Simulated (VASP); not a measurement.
A convergence study with VASP on InSb (zinc blende): one setting is varied, all else stays as given below, so the limit is that of these other settings. Each run relaxes cell and ions; the cell shown is the tightest run's result. The basis is that of the starting cell, so low cut-offs carry a Pulay error.

```
CELL_PARAMETERS angstrom
      0.00000     3.31901     3.31901
      3.31901     0.00000     3.31901
      3.31901     3.31901     0.00000
ATOMIC_POSITIONS crystal
  In 0.00000 0.00000 0.00000
  Sb 0.25000 0.25000 0.25000
```

Calculation: PBE GGA, VASP's PBE PAW potentials (set 64) (plane waves; VASP). The tightest run used: 700 eV cut-off, 6×6×6 Γ-centred mesh, Gaussian smearing of 0.050 eV, potentials In_d Sb.

The reference is ENCUT = 700, which took about 40 core-seconds. Costs are core time on shared hosts, one run each; read them as rough ratios.

Question: Of the settings ENCUT = 200; ENCUT = 250; ENCUT = 300; ENCUT = 350; ENCUT = 400; ENCUT = 450; ENCUT = 500; ENCUT = 550; ENCUT = 600; ENCUT = 650; ENCUT = 700, which is the lowest that keeps the difference from the reference in relaxed volume (Å³/atom) within 0.05 from there on, and what does it cost?

Answer: ENCUT = 450; its cost over the reference is within a factor of 2.
| setting | difference in relaxed volume (Å³/atom) | cost over the reference |
|---|---|---|
| ENCUT = 200 | 4.170 | about 1/3 |
| ENCUT = 250 | 0.370 | about 1/4 |
| ENCUT = 300 | 0.129 | about 1/3 |
| ENCUT = 350 | 0.227 | about 1/2 |
| ENCUT = 400 | 0.085 | about 1/2 |
| ENCUT = 450 | 0.006 | within a factor of 2 |
| ENCUT = 500 | 0.012 | within a factor of 2 |
| ENCUT = 550 | 0.024 | within a factor of 2 |
| ENCUT = 600 | 0.016 | within a factor of 2 |
| ENCUT = 650 | 0.003 | within a factor of 2 |
| ENCUT = 700 | 0.000 | reference |

Left out are rungs that failed or repeat a setting and relaxations that didn't move; long series are thinned to 24 rows.

The compound is InSb in the zinc blende structure.
